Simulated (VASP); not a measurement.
Elastic constants (GPa) of a crystal from PBE GGA, VASP's PBE PAW potentials (set 64) (VASP):

|  | xx | yy | zz | yz | xz | xy |
|---|---|---|---|---|---|---|
| xx | 558.6 | 136.5 | 136.5 | 0.0 | 0.0 | 0.0 |
| yy | 136.5 | 558.6 | 136.5 | 0.0 | 0.0 | 0.0 |
| zz | 136.5 | 136.5 | 558.6 | 0.0 | 0.0 | 0.0 |
| yz | 0.0 | 0.0 | 0.0 | 169.0 | 0.0 | 0.0 |
| xz | 0.0 | 0.0 | 0.0 | 0.0 | 169.0 | 0.0 |
| xy | 0.0 | 0.0 | 0.0 | 0.0 | 0.0 | 169.0 |

Finite-difference elastic constants of metals are sensitive to mesh and smearing; shear constants can be off by tens of GPa.

Q: Work out the Voigt, Reuss and Hill moduli, Young's modulus and Poisson's ratio.

A: All eigenvalues are positive (smallest 169.0 GPa), so the crystal is stable. K_V = (C11+C22+C33+2(C12+C13+C23))/9 = (1675.8 + 2×409.5)/9 = 277.2 GPa; G_V = (1675.8 − 409.5 + 3×507.0)/15 = 185.8 GPa. From the compliances, K_R = 277.2 GPa and G_R = 183.6 GPa. Hill: K = 277.2 GPa, G = 184.7 GPa, E = 9KG/(3K+G) = 453.5 GPa, ν = (3K−2G)/(2(3K+G)) = 0.227. K/G = 1.50, below Pugh's 1.75; universal anisotropy A^U = 0.06.

Q: With a density of 5.36 g/cm³, what are the mean sound speeds?

A: v_l = √((K+4G/3)/ρ) = 9.88 km/s and v_t = √(G/ρ) = 5.87 km/s. The crystal is TiN (rock salt), cubic.

The compound is TiN in the rock salt structure. It was relaxed first. The electron count is odd and the run is not spin-polarised, which forces a metal.
